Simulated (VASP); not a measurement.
Crystal: Pb.

```
CELL_PARAMETERS angstrom
0.00000 2.47502 2.47502
2.47502 0.00000 2.47502
2.47502 2.47502 0.00000
ATOMIC_POSITIONS crystal
Pb 0.00000 0.00000 0.00000
```

* Program: VASP 6.6.1
* Task: relaxation of cell and atoms
* Functional: LDA
* Potentials or basis: VASP PAW LDA potentials, release 64 (Pb_d)
* Cutoff: 600 eV
* k mesh: 14 × 14 × 14
* Occupations: methfessel-paxton, width 0.1 eV
* Spin: no spin polarisation

At the start: pressure -1.9 GPa; volume 30.32 Å³/atom.

Task: How do energy, volume and symmetry change on relaxing?

Result: Over 3 steps the energy falls by 7.1 meV/atom and the volume is 29.16 Å³/atom (-3.8 %); space group Fm-3m (No. 225, to 0.05 Å).

The path:
```
step  energy change (eV)  largest force (eV/Å)  pressure (GPa)  volume (Å³)
   1              0.0000                0.0000           -1.88        30.32
   2             -0.0063                0.0000            0.74        28.79
   3             -0.0071                0.0000           -0.01        29.16
```

Final structure:
```
CELL_PARAMETERS angstrom
0.00000 2.44306 2.44306
2.44306 0.00000 2.44306
2.44306 2.44306 0.00000
ATOMIC_POSITIONS crystal
Pb 0.00000 0.00000 0.00000
```
